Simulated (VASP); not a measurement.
# Ta3Si3N (P4/mmm) in VASP: further runs

The runs below take Ta3Si3N through relaxation of cell and atoms, with PBE.

Everything below comes from runs of VASP 6.6.1. Logs are shortened: lines on timing, memory, paths and dates and some standing lists are left out, and cuts for length are marked.

## 1. Starting point

The structure is tetragonal, space group P4/mmm (No. 123). The conventional cell has a = 3.244 Å, b = 3.244 Å, c = 9.395 Å, α = 90.00°, β = 90.00°, γ = 90.00°. Around Ta (site symmetry 4mm) lie 1 N at 2.11 Å. Around Ta (site symmetry 4/mmm) lie 4 N at 2.29 Å. Around Si (site symmetry 4mm) lie 4 Ta at 2.62 Å and 5 Si at 2.64 to 2.65 Å. Si (site symmetry 4/mmm) has 2 Ta at 2.59 Å and 8 Si at 2.65 Å as nearest neighbours. Around N (site symmetry 4/mmm) lie 6 Ta at 2.11 to 2.29 Å.

The cell was built by a generator and needn't be a form met in nature.

## 2. Relaxation of cell and atoms, PBE

File INCAR:

```
SYSTEM = Ta3Si3N
ALGO = Normal
EDIFF = 1E-6
EDIFFG = -0.01
ENCUT = 520
GGA = PE
IBRION = 2
ISIF = 3
ISMEAR = 0
KPAR = 4
LASPH = .True.
LCHARG = .False.
LREAL = .False.
LWAVE = .False.
NELM = 120
NSW = 90
PREC = Accurate
SIGMA = 0.1
```

File KPOINTS:

```
k-points
0
Gamma
  10 10 4
  0 0 0
```

File POSCAR:

```
Ta3Si3N
1.0
    3.2440000000      0.0000000000      0.0000000000
    0.0000000000      3.2440000000      0.0000000000
    0.0000000000      0.0000000000      9.3950000000
Ta Si N
3 3 1
Direct
    0.0000000000      0.0000000000      0.7751995700
    0.0000000000      0.0000000000      0.2248004300
    0.5000000000      0.5000000000      0.0000000000
    0.5000000000      0.5000000000      0.3597658300
    0.5000000000      0.5000000000      0.6402341700
    0.0000000000      0.0000000000      0.5000000000
    0.0000000000      0.0000000000      0.0000000000
```

Potentials or basis: VASP PAW PBE potentials, release 64 (Ta_pv, Si, N).

The run is started by

```bash
cat potpaw_PBE.64/Ta_pv/POTCAR potpaw_PBE.64/Si/POTCAR potpaw_PBE.64/N/POTCAR > POTCAR
mpirun -np 4 vasp_std > vasp.out
```

OUTCAR:

```text
SYSTEM = Ta3Si3N
   EDIFF = 1E-6
   EDIFFG = -0.01
   ENCUT = 520
   GGA = PE
   IBRION = 2
   ISIF = 3
   ISMEAR = 0
   LASPH = .True.
   LREAL = .False.
   NELM = 120
   NSW = 90
   PREC = Accurate

 ion  position               nearest neighbor table
   1  0.000  0.000  0.775-   7 2.11   6 2.59   5 2.62   5 2.62   5 2.62   5 2.62   3 3.12   3 3.12
                             3 3.12   3 3.12
   2  0.000  0.000  0.225-   7 2.11   6 2.59   4 2.62   4 2.62   4 2.62   4 2.62   3 3.12   3 3.12
                             3 3.12   3 3.12
   3  0.500  0.500  0.000-   7 2.29   7 2.29   7 2.29   7 2.29   2 3.12   2 3.12   1 3.12   2 3.12
                             1 3.12   1 3.12   2 3.12   1 3.12
   4  0.500  0.500  0.360-   2 2.62   2 2.62   2 2.62   2 2.62   5 2.64   6 2.65   6 2.65   6 2.65
                             6 2.65
   5  0.500  0.500  0.640-   1 2.62   1 2.62   1 2.62   1 2.62   4 2.64   6 2.65   6 2.65   6 2.65
                             6 2.65
   6  0.000  0.000  0.500-   1 2.59   2 2.59   4 2.65   5 2.65   4 2.65   5 2.65   4 2.65   5 2.65
                             4 2.65   5 2.65
   7  0.000  0.000  0.000-   1 2.11   2 2.11   3 2.29   3 2.29   3 2.29   3 2.29

  LATTYP: Found a simple tetragonal cell.
 ALAT       =     3.2440000000
 C/A-ratio  =     2.8961159063

  Lattice vectors:

 A1 = (   3.2440000000,   0.0000000000,   0.0000000000)
 A2 = (   0.0000000000,   3.2440000000,   0.0000000000)
 A3 = (   0.0000000000,   0.0000000000,   9.3950000000)

Analysis of symmetry for initial positions (statically):
=====================================================================
 Subroutine PRICEL returns:
 Original cell was already a primitive cell.

 Routine SETGRP: Setting up the symmetry group for a
 simple tetragonal supercell.

 Subroutine GETGRP returns: Found 16 space group operations
 (whereof 16 operations were pure point group operations)
 out of a pool of 16 trial point group operations.

The static configuration has the point symmetry D_4h.

Analysis of symmetry for dynamics (positions and initial velocities):
=====================================================================
 Subroutine PRICEL returns:
 Original cell was already a primitive cell.

 Routine SETGRP: Setting up the symmetry group for a
 simple tetragonal supercell.

 Subroutine GETGRP returns: Found 16 space group operations
 (whereof 16 operations were pure point group operations)
 out of a pool of 16 trial point group operations.

The dynamic configuration has the point symmetry D_4h.

 Subroutine INISYM returns: Found 16 space group operations
 (whereof 16 operations are pure point group operations),
 and found     1 'primitive' translations

----------------------------------------------------------------------------------------

                                     Primitive cell

  volume of cell :      98.8686

  direct lattice vectors                    reciprocal lattice vectors
     3.244000000  0.000000000  0.000000000     0.308261406  0.000000000  0.000000000
     0.000000000  3.244000000  0.000000000     0.000000000  0.308261406  0.000000000
     0.000000000  0.000000000  9.395000000     0.000000000  0.000000000  0.106439596

  length of vectors
     3.244000000  3.244000000  9.395000000     0.308261406  0.308261406  0.106439596

  position of ions in fractional coordinates (direct lattice)
     0.000000000  0.000000000  0.775199570
     0.000000000  0.000000000  0.224800430
     0.500000000  0.500000000  0.000000000
     0.500000000  0.500000000  0.359765830
     0.500000000  0.500000000  0.640234170
     0.000000000  0.000000000  0.500000000
     0.000000000  0.000000000  0.000000000

  ion indices of the primitive-cell ions
   primitive index   ion index
                 1           1
                 2           2
                 3           3
                 4           4
                 5           5
                 6           6
                 7           7

----------------------------------------------------------------------------------------

 KPOINTS: k-points

Automatic generation of k-mesh.
 Grid dimensions read from file:
 generate k-points for:   10   10    4

 Generating k-lattice:

  Cartesian coordinates                     Fractional coordinates (reciprocal lattice)
     0.030826141  0.000000000  0.000000000     0.100000000  0.000000000  0.000000000
     0.000000000  0.030826141  0.000000000     0.000000000  0.100000000  0.000000000
     0.000000000  0.000000000  0.026609899     0.000000000  0.000000000  0.250000000

  Length of vectors
     0.030826141  0.030826141  0.026609899

  Shift w.r.t. Gamma in fractional coordinates (k-lattice)
     0.000000000  0.000000000  0.000000000

 Subroutine IBZKPT returns following result:
 ===========================================

 Found     63 irreducible k-points:

 Following reciprocal coordinates:
            Coordinates               Weight
  0.000000  0.000000  0.000000      1.000000
  0.100000  0.000000  0.000000      4.000000
  0.200000  0.000000  0.000000      4.000000
  0.300000  0.000000  0.000000      4.000000
  0.400000  0.000000  0.000000      4.000000
  0.500000  0.000000  0.000000      2.000000
[... 16 lines left out ...]
  0.100000  0.000000  0.250000      8.000000
  0.200000  0.000000  0.250000      8.000000
 [... further k-points ...]
   k-points           NKPTS =     63   k-points in BZ     NKDIM =     63   number of bands    NBANDS=     30
   number of dos      NEDOS =    301   number of ions     NIONS =      7
   total plane-waves  NPLWV =  40320
   dimension x,y,z NGX =    24 NGY =   24 NGZ =   70
   dimension x,y,z NGXF=    48 NGYF=   48 NGZF=  140
   ions per type =               3   3   1
   NGX,Y,Z   is equivalent  to a cutoff of  12.30, 12.30, 12.39 a.u.
   NGXF,Y,Z  is equivalent  to a cutoff of  24.60, 24.60, 24.77 a.u.
 SYSTEM =  Ta3Si3N
   PREC   = accura    normal or accurate (medium, high low for compatibility)
   ISTART =      0    job   : 0-new  1-cont  2-samecut
   ICHARG =      2    charge: 1-file 2-atom 10-const
   ISPIN  =      1    spin polarized calculation?
   LNONCOLLINEAR =      F non collinear calculations
   LSORBIT =      F    spin-orbit coupling
   LASPH  =      T    aspherical Exc in radial PAW
   ENCUT  =  520.0 eV  38.22 Ry    6.18 a.u.   6.03  6.03 17.47*2*pi/ulx,y,z
   NELM   =    120;   NELMIN=  2; NELMDL= -5     # of ELM steps
   EDIFF  = 0.1E-05   stopping-criterion for ELM
   LREAL  =      F    real-space projection
   EDIFFG = -.1E-01   stopping-criterion for IOM
   NSW    =     90    number of steps for IOM
   IBRION =      2    ionic relax: 0-MD 1-quasi-New 2-CG
   NFREE  =      1    steps in history (QN), initial steepest desc. (CG)
   ISIF   =      3    stress and relaxation
   ISYM   =      2    0-nonsym 1-usesym 2-fastsym
   POTIM  = 0.5000    time-step for ionic-motion
   TEBEG  =    0.0;   TEEND  =   0.0 temperature during run
   PSTRESS=    0.0 pullay stress
   NELECT =      50.0000    total number of electrons
   NUPDOWN=      -1.0000    fix difference up-down
   EMIN   =  10.00;   EMAX   =-10.00  energy-range for DOS
   EFERMI =   0.00;   METHOD = LEGACY
   ISMEAR =     0;   SIGMA  =   0.10  broadening in eV -4-tet -1-fermi 0-gaus
   EFERMI_NEDOS =   21; number of points for ismear=-14 and -15
   IALGO  =     38    algorithm
   IMIX   =      4    mixing-type and parameters
     AMIX     =   0.40;   BMIX     =  1.00
     AMIX_MAG =   1.60;   BMIX_MAG =  1.00
  volume/ion in A,a.u.               =      14.12        95.31
  Fermi-wavevector in a.u.,A,eV,Ry     =   1.304304  2.464776 23.146336  1.701208
  Thomas-Fermi vector in A             =   2.435248
   LORBIT       =      0    0 simple, 1 ext, 2 COOP (PROOUT), +10 PAW based schemes
   GGA     = PE    functional components
   LHFCALC =     F    Hartree Fock is set to
   AEXX    =    0.0000 exact exchange contribution
   IVDW    =     0    specifies the selected vdW correction
   LEPSILON=     F    determine dielectric tensor
   LRPA    =     F    only Hartree local field effects (RPA)
 conjugate gradient relaxation of ions
 non-spin polarized calculation
 Gauss-broadening in eV      SIGMA  =   0.10
  energy-cutoff  :      520.00
  volume of cell :       98.87
 maximum number of plane-waves:      2696
   NGX = 13   NGY = 13   NGZ = 35

--------------------------------------- Ionic step        1  -------------------------------------------

 number of electron      50.0000006 magnetization

 Free energy of the ion-electron system (eV)
  ---------------------------------------------------
  ext. energy  EPLUGINS =         0.00000000
  ---------------------------------------------------
  free energy    TOTEN  =       -62.34778772 eV

  energy without entropy =      -62.32975073  energy(sigma->0) =      -62.33876922

------------------------ aborting loop because EDIFF is reached ----------------------------------------

  FORCE on cell =-STRESS in cart. coord.  units (eV):
  Direction    XX          YY          ZZ          XY          YZ          ZX
  --------------------------------------------------------------------------------------
  -------------------------------------------------------------------------------------
  Total       -0.6623729     -0.6623729      1.3344770      0.0000000      0.0000000     -0.0000000
  in kB      -10.7338292    -10.7338292     21.6253521      0.0000000      0.0000000     -0.0000000
  external PRESSURE =       0.0525646 kB  Pullay stress =       0.0000000 kB
[... 104 lines left out ...]
  FREE ENERGIE OF THE ION-ELECTRON SYSTEM (eV)
  ---------------------------------------------------
  free  energy   TOTEN  =       -62.3585304564 eV

  energy  without entropy=      -62.3402847438  energy(sigma->0) =      -62.34940760

[... ionic steps 4 to 7 ...]

--------------------------------------- Ionic step        8  -------------------------------------------

 number of electron      49.9999998 magnetization

------------------------ aborting loop because EDIFF is reached ----------------------------------------
[... 77 lines left out ...]
--------------------------------------- Ionic step       10  -------------------------------------------

 number of electron      49.9999999 magnetization

 Free energy of the ion-electron system (eV)
  ---------------------------------------------------
  ext. energy  EPLUGINS =         0.00000000
  ---------------------------------------------------
  free energy    TOTEN  =       -62.36415937 eV

  energy without entropy =      -62.34636440  energy(sigma->0) =      -62.35526188

 E-fermi :   8.4930     XC(G=0): -12.2720

 val. band max:        8.4873481718   @ k =   0.2000   0.1000   0.0000
 cond. band min:       8.4979351800   @ k =   0.4000   0.3000   0.2500
 fundamental gap:      0.0105870082
 Fermi energy:         8.4930436063

 k-point     1 :       0.0000    0.0000    0.0000
  band No.  band energies     occupation
      1     -26.7656      2.00000
      2     -26.7656      2.00000
      3     -26.5058      2.00000
      4     -25.9106      2.00000
      5     -25.8141      2.00000
      6     -25.5862      2.00000
[... 781 lines left out ...]
     29      10.0066      0.00000
     30      11.1153      0.00000

 [... further k-points ...]

------------------------ aborting loop because EDIFF is reached ----------------------------------------

  FORCE on cell =-STRESS in cart. coord.  units (eV):
  Direction    XX          YY          ZZ          XY          YZ          ZX
  --------------------------------------------------------------------------------------
  -------------------------------------------------------------------------------------
  Total       -0.0107309     -0.0107309     -0.0031820      0.0000000      0.0000000      0.0000000
  in kB       -0.1746526     -0.1746526     -0.0517885      0.0000000      0.0000000      0.0000000
  external PRESSURE =      -0.1336979 kB  Pullay stress =       0.0000000 kB
[... 22 lines left out ...]
  FREE ENERGIE OF THE ION-ELECTRON SYSTEM (eV)
  ---------------------------------------------------
  free  energy   TOTEN  =       -62.3641593658 eV

  energy  without entropy=      -62.3463643980  energy(sigma->0) =      -62.35526188

 reached required accuracy - stopping structural energy minimisation
```

Wall time 3.4 min (4 MPI ranks of Intel Xeon Platinum 8488C (Sapphire Rapids), shared host); peak memory 0.31 GiB.

Results:

| Quantity | Value |
| --- | --- |
| Free energy | -62.3642 eV |
| Relaxed volume | 14.06 Å³/atom |
| Relaxed cell | a = 3.222 Å, b = 3.222 Å, c = 9.482 Å, α = 90.00°, β = 90.00°, γ = 90.00° |
| Space group after relaxing (to 0.05 Å) | P4/mmm (No. 123) |
| Energy gained by relaxing | 2.3 meV/atom |
| Ionic steps | 10 |
| Pressure after relaxing | 0.0 GPa |
| Band gap on the k mesh | none (metal or under the smearing width) |

The path:
| step | energy change (eV) | largest force (eV/Å) | pressure (GPa) | volume (Å³) |
| --- | --- | --- | --- | --- |
| 1 | 0.0000 | 0.1372 | 0.01 | 98.87 |
| 2 | -0.0107 | 0.1771 | -0.47 | 98.87 |
| 3 | -0.0107 | 0.1769 | -0.47 | 98.87 |
| 4 | -0.0137 | 0.1387 | 0.56 | 98.28 |
| 5 | -0.0138 | 0.1337 | 0.67 | 98.22 |
| 6 | -0.0159 | 0.0541 | 0.23 | 98.36 |
| 7 | -0.0161 | 0.0524 | -0.01 | 98.44 |
| 8 | -0.0161 | 0.0495 | -0.01 | 98.44 |
| 9 | -0.0163 | 0.0299 | 0.00 | 98.44 |
| 10 | -0.0164 | 0.0006 | -0.01 | 98.44 |

Final structure:
```yaml
crystal:
  lattice:
    - [3.22202, 0.00000, 0.00000]
    - [0.00000, 3.22202, 0.00000]
    - [0.00000, 0.00000, 9.48240]
  atoms:
    - { symbol: Ta, position: [0.00000, 0.00000, 0.77457] }
    - { symbol: Ta, position: [0.00000, 0.00000, 0.22543] }
    - { symbol: Ta, position: [0.50000, 0.50000, 0.00000] }
    - { symbol: Si, position: [0.50000, 0.50000, 0.36334] }
    - { symbol: Si, position: [0.50000, 0.50000, 0.63666] }
    - { symbol: Si, position: [0.00000, 0.00000, 0.50000] }
    - { symbol: N, position: [0.00000, 0.00000, 0.00000] }
```

## 3. Relaxation of cell and atoms, PBE

This run uses another cell than the first one, of 14.06 Å³/atom, 0.996 times its volume.

Changes to INCAR since step 2:

```diff
@@ -2,4 +2,4 @@
 ALGO = Normal
-EDIFF = 1E-6
-EDIFFG = -0.01
+EDIFF = 1E-7
+EDIFFG = -0.005
 ENCUT = 520
@@ -15,3 +15,4 @@
 NELM = 120
-NSW = 90
+NSW = 60
+POTIM = 0.3
 PREC = Accurate
```

KPOINTS is that of step 2.

File POSCAR:

```
Ta3Si3N                                 
1.0
    3.2220158748      0.0000000000     -0.0000000000
    0.0000000000      3.2220158748      0.0000000000
    0.0000000000     -0.0000000000      9.4823960469
  Ta              Si              N             
     3     3     1
Direct
     0.0000000000000000    0.0000000000000000    0.7745661476208959
     1.0000000000000000    0.0000000000000000    0.2254338523791040
     0.5000000000000000    0.5000000000000000    0.0000000000000000
     0.5000000000000000    0.5000000000000000    0.3633387170701492
     0.5000000000000000    0.5000000000000000    0.6366612829298507
     0.0000000000000000    0.0000000000000000    0.5000000000000000
     0.0000000000000000    0.0000000000000000    0.0000000000000000
```

Potentials or basis: VASP PAW PBE potentials, release 64 (Ta_pv, Si, N).

The run is started by

```bash
cat potpaw_PBE.64/Ta_pv/POTCAR potpaw_PBE.64/Si/POTCAR potpaw_PBE.64/N/POTCAR > POTCAR
mpirun -np 4 vasp_std > vasp.out
```

Wall time 64 s (4 MPI ranks of Intel Xeon Platinum 8488C (Sapphire Rapids), shared host); peak memory 0.3 GiB.

The run converged. Its results:

```
Free energy             : -62.3640 eV
Pressure after relaxing : 0.0 GPa
Band gap on the k mesh  : none (metal or under the smearing width)
```

Final structure:
```
Ta Si N
1.0
     3.22202    0.00000    0.00000
     0.00000    3.22202    0.00000
     0.00000    0.00000    9.48240
Ta Si N
3 3 1
Cartesian
  0.0000 0.0000 7.3447
  0.0000 0.0000 2.1377
  1.6110 1.6110 0.0000
  1.6110 1.6110 3.4453
  1.6110 1.6110 6.0371
  0.0000 0.0000 4.7412
  0.0000 0.0000 0.0000
```

Levels at points of the mesh, in eV from the Fermi level:
```
           k point  band 22  band 23  band 24  band 25  band 26  band 27  band 28  band 29
(0.00, 0.00, 0.00)    -1.28    -0.76    -0.65    -0.65    -0.44     1.21     1.21     1.21
(0.50, 0.00, 0.00)    -1.42    -1.03    -0.82     0.65     1.18     2.30     2.32     2.40
(0.50, 0.50, 0.00)    -2.38    -2.38    -1.65     0.59     0.59     0.79     1.66     3.09
(0.00, 0.00, 0.50)    -1.11    -0.09     0.29     0.29     0.31     0.31     0.47     1.21
(0.50, 0.00, 0.50)    -1.26    -1.21    -0.51     0.32     1.35     1.71     1.84     2.32
(0.50, 0.50, 0.50)    -2.76    -2.76    -2.61    -0.60     0.73     0.73     2.91     2.91
```

Caveat: the relaxation stopped at its first step, so nothing moved.
